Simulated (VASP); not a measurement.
Zr3PdSe4:

```
Zr Pd Se
1.0
     5.32427    0.00000    0.00000
    -2.66214    4.61096    0.00000
     0.00000    0.00000    8.96000
Zr Pd Se
3 1 4
Direct
  0.66667 0.33333 0.50000
  0.00000 0.00000 0.65845
  0.00000 0.00000 0.34155
  0.00000 0.00000 0.00000
  0.66667 0.33333 0.74757
  0.66667 0.33333 0.25243
  0.66667 0.33333 0.00000
  0.33333 0.66667 0.50000
```

The cell was built by a generator and needn't be a form met in nature.

```yaml
Program: VASP 6.6.1
Task: relaxation of cell and atoms
Functional: PBE
Potentials_or_basis: VASP PAW PBE potentials, release 64 (Zr_sv, Pd, Se)
Cutoff: 520 eV
k_mesh: 3 × 3 × 2
Occupations: gaussian, width 0.15 eV
Spin: no spin polarisation
```

At the start: pressure 4.1 GPa; volume 27.50 Å³/atom.

Q: How do energy, volume and symmetry change on relaxing?

A: Over 18 steps the energy falls by 699.9 meV/atom and the volume is 25.50 Å³/atom (-7.3 %); space group P-6m2 (No. 187, to 0.05 Å).

The path:
```csv
step,energy change (eV),largest force (eV/Å),pressure (GPa),volume (Å³)
1,0.0000,2.3427,4.08,219.97
2,-3.3977,1.5651,-9.79,235.10
3,-3.2417,1.1865,-8.35,231.60
4,-5.0887,0.5373,1.45,190.47
5,-5.0892,0.5615,1.72,189.81
6,-5.2741,0.6438,1.93,190.40
7,-5.3322,0.5205,3.06,190.70
8,-5.4305,0.8130,-0.80,202.48
9,-5.4335,0.7838,-0.36,200.70
10,-5.5006,0.6282,-0.22,201.00
11,-5.5689,0.1343,0.17,201.83
12,-5.5750,0.1882,0.01,201.62
13,-5.5756,0.1364,0.09,201.67
14,-5.5928,0.0540,0.25,202.32
15,-5.5972,0.0545,0.40,202.78
16,-5.5975,0.1071,-0.39,205.58
17,-5.5992,0.0822,-0.13,204.16
18,-5.5992,0.0760,-0.03,204.00
```

Final structure:
```
Zr Pd Se
1.0
     4.46185    0.00000    0.00000
    -2.23093    3.86408    0.00000
     0.00000    0.00000   11.83228
Zr Pd Se
3 1 4
Cartesian
  2.2309 1.2880 5.9161
  0.0000 0.0000 7.8431
  0.0000 0.0000 3.9891
  0.0000 0.0000 0.0000
  2.2309 1.2880 8.6739
  2.2309 1.2880 3.1584
  2.2309 1.2880 0.0000
  0.0000 2.5761 5.9161
```

Caveat: the k mesh is coarse (spacing up to 0.45 Å⁻¹), so the values aren't converged; this functional lacks dispersion, which binds the layers, so the pressure and a relaxed spacing across them are unreliable.
